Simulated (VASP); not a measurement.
Here is the system:

```yaml
crystal:
  lattice:
    - [0.00000, 2.20212, 2.20212]
    - [2.20212, 0.00000, 2.20212]
    - [2.20212, 2.20212, 0.00000]
  atoms:
    - { symbol: Nb, position: [0.00000, 0.00000, 0.00000] }
    - { symbol: N, position: [0.50000, 0.50000, 0.50000] }
```

Level of theory: rev-vdW-DF2, VASP's PBE PAW potentials (set 64) (plane waves; VASP). Settings: 520 eV cut-off, 14×14×14 Γ-centred mesh, first-order Methfessel-Paxton smearing of 0.10 eV, potentials Nb_sv N.

Problem. Estimate the energy per atom (σ→0), band gap (on the k-mesh) with the smallest direct gap where there is one.

Solution. 
The band gap (on the k-mesh) is none (metal, semimetal or under 0.01 eV) and the energy per atom (σ→0) comes out as -8.613 eV/atom.

Total energies compare only between runs with the same potentials, cut-off and functional.

The compound is NbN in the rock salt structure, the cubic δ form, which competes with hexagonal ones. It was relaxed first. VASP warned that the highest band is occupied, so more bands are needed.
